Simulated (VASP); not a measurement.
Data:

```
CELL_PARAMETERS angstrom
      4.44840     0.00000     0.00000
      0.00000     4.44840     0.00000
      0.00000     0.00000     4.44840
ATOMIC_POSITIONS crystal
  V  0.25000 0.00000 0.50000
  V  0.50000 0.25000 0.00000
  V  0.50000 0.75000 0.00000
  V  0.75000 0.00000 0.50000
  V  0.00000 0.50000 0.75000
  V  0.00000 0.50000 0.25000
  Si 0.50000 0.50000 0.50000
  Si 0.00000 0.00000 0.00000
```

The numbers are results of PBE GGA, VASP's PBE PAW potentials (set 64) (plane waves; VASP), not measurements. Settings: 500 eV cut-off, 7×7×7 Γ-centred mesh, first-order Methfessel-Paxton smearing of 0.10 eV, potentials V_sv Si.

Task: Predict the energy per atom (σ→0), pressure, band gap (on the k-mesh) with the smallest direct gap where there is one.

Result: 
The band gap (on the k-mesh) comes out as none (metal, semimetal or under 0.01 eV) and the energy per atom (σ→0) is -8.319 eV/atom. The pressure comes out as 44.84 GPa.

Only differences to runs with the same potentials and settings are physical.

The compound is V3Si in the A15 structure. It was relaxed first under an external pressure of 45 GPa. The run is not spin-polarised, so no magnetic state was tried.
